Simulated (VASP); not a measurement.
Calculation: r2SCAN+rVV10, VASP's PBE PAW potentials (set 64) (plane waves; VASP 6.6.1).

The input files of a VASP run:

**INCAR**
```
# general
SYSTEM    =  NaF
PREC      =  Accurate
ENCUT     =  520   # plane-wave cut-off (eV)
LREAL     =  .FALSE.
LASPH     =  .TRUE.

# electronic loop
EDIFF     =  1E-6   # SCF stop (eV)
NELM      =  100
ALGO      =  Normal   # blocked Davidson
LMIXTAU   =  .TRUE.

# smearing
ISMEAR    =  0   # Gaussian
SIGMA     =  0.05

# functional
METAGGA   =  R2SCAN
LUSE_VDW  =  .TRUE.
BPARAM    =  11.95
CPARAM    =  0.0093

# ions
IBRION    =  2   # conjugate gradients
NSW       =  60   # most ionic steps
ISIF      =  3   # ions, shape and volume
EDIFFG    =  -0.01   # ionic stop

# output
LWAVE     =  .FALSE.
LCHARG    =  .FALSE.
```

POSCAR:
```
NaF
1
    0.0000000000     2.2751277318     2.2751277318
    2.2751277318     0.0000000000     2.2751277318
    2.2751277318     2.2751277318     0.0000000000
Na F
1 1
Direct
  0.0000000000   0.0000000000   0.0000000000
  0.5000000000   0.5000000000   0.5000000000
```

KPOINTS:
```
K-points
0
Gamma
 9 9 9
0 0 0
```

POTCAR, in this order: Na_pv F (PBE.64 set). Program: vasp_std.

### Question
What will the output report for the number of irreducible k-points (NKPTS), largest plane-wave count, number of space-group operations, FFT grid (NGX, NGY, NGZ)?

### Answer

```yaml
number of irreducible k-points (NKPTS): 35
largest_plane_wave_count: 650
number_of_space_group_operations: 48
FFT grid (NGX, NGY, NGZ): 24 × 24 × 24
```

The compound is NaF in the rock salt structure. It was relaxed first, which changed the volume by -5 %. The start is the result of an earlier pass.
